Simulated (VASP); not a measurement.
Here is the system:

```xyz
6
Lattice="1.6667 -2.8869 0.0000 1.6667 2.8869 0.0000 0.0000 0.0000 13.1774" Properties=species:S:1:pos:R:3 pbc="T T T"
Mo     1.6667     0.9623     3.2943
Mo     1.6667    -0.9623     9.8830
Se     1.6667     0.9623    11.5607
Se     1.6667    -0.9623     4.9720
Se     1.6667    -0.9623     1.6167
Se     1.6667     0.9623     8.2054
```

Calculation: optB88-vdW, VASP's PBE PAW potentials (set 64) (plane waves; VASP 6.6.1). Settings: 520 eV cut-off, Gaussian smearing of 0.050 eV, potentials Mo_sv Se.

Task: Give the energies of bands 17 to 30 at the high-symmetry points, in eV from the valence-band maximum.

Result: 
```csv
band,Γ,M,K,A,L,H
17,-2.44,-4.35,-4.29,-2.43,-4.00,-4.15
18,-2.42,-3.75,-4.03,-2.43,-4.00,-4.15
19,-2.42,-3.08,-3.62,-2.20,-3.04,-3.85
20,-1.50,-2.99,-3.62,-2.20,-3.04,-3.85
21,-1.50,-2.33,-3.36,-1.48,-2.23,-3.01
22,-1.46,-2.10,-3.36,-1.48,-2.23,-3.01
23,-1.46,-1.13,-2.30,-1.48,-1.03,-2.45
24,-0.94,-1.04,-2.30,-1.48,-1.03,-2.45
25,-0.82,-0.97,-0.44,-0.17,-1.00,-0.37
26,0.00,-0.92,-0.28,-0.17,-1.00,-0.37
27,2.39,1.44,1.07,2.40,1.46,1.07
28,2.39,1.48,1.07,2.40,1.46,1.07
29,2.45,1.73,1.74,2.40,1.88,2.15
30,2.45,2.00,2.54,2.41,1.88,2.15
```

The gap is indirect, 0.86 eV, from the valence maximum at Γ to the conduction minimum at K-Γ at 0.44.

Measured: gap 1.09 eV (computed value off by -0.23 eV), as given by Li et al., (2013), arXiv:1302.0733.

The compound is MoSe2 in the 2H layered structure. It was relaxed first.
